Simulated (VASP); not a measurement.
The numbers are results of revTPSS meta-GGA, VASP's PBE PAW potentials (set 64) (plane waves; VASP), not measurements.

VASP ran on this input.

KPOINTS:
```
Automatic
0
G
6 6 6
0 0 0
```

**INCAR**
```
SYSTEM = KTaO3
PREC = Accurate; ENCUT = 520; LREAL = F
LASPH = T
EDIFF = 1E-7; NELM = 100; ALGO = Normal
LMAXMIX = 6; LMIXTAU = T
ISMEAR = 0; SIGMA = 0.05
METAGGA = RTPSS
ISIF = 2
LWAVE = F; LCHARG = F
```

### POSCAR
```
KTaO3
4.0121210
  1.0000000590   0.0000000000   0.0000000000
  0.0000000000   1.0000000590   0.0000000000
  0.0000000000   0.0000000000   1.0000000590
K Ta O
1 1 3
direct
  0.0000000000   0.0000000000   0.0000000000
  0.5000000000   0.5000000000   0.5000000000
  0.5000000000   0.0000000000   0.5000000000
  0.0000000000   0.5000000000   0.5000000000
  0.5000000000   0.5000000000   0.0000000000
```

POTCAR, in this order: K_sv Ta_pv O (PBE.64 set). Program: vasp_std.

Unless said otherwise, spin-orbit coupling is left out, though it shifts the bands of the heavy elements here.

Q: Predict the energy per atom (σ→0), band gap (on the k-mesh).

A: 
```
Quantity                          Result
------------------------  --------------
energy per atom (σ→0)     -1716 meV/atom
band gap (on the k-mesh)         2.16 eV
```

File OSZICAR:
```
...
DAV:  17    -0.857756737750E+01   -0.17093E-04   -0.14911E-05  1483   0.297E-02    0.317E-03
DAV:  18    -0.857756437437E+01    0.30031E-05   -0.18536E-06  1395   0.113E-02    0.868E-04
DAV:  19    -0.857756698170E+01   -0.26073E-05   -0.65678E-07  1154   0.903E-03    0.161E-03
DAV:  20    -0.857756745168E+01   -0.46998E-06   -0.40164E-08   726   0.211E-03    0.617E-04
DAV:  21    -0.857756761740E+01   -0.16572E-06   -0.20207E-08   705   0.115E-03    0.563E-04
DAV:  22    -0.857756749474E+01    0.12266E-06   -0.15162E-08   649   0.110E-03    0.116E-04
DAV:  23    -0.857756747291E+01    0.21828E-07   -0.53463E-09   600   0.536E-04
   1 F= -.85775675E+01 E0= -.85775675E+01  d E =-.340464E-21
```

The compound is KTaO3 in the cubic perovskite structure. It was relaxed first.
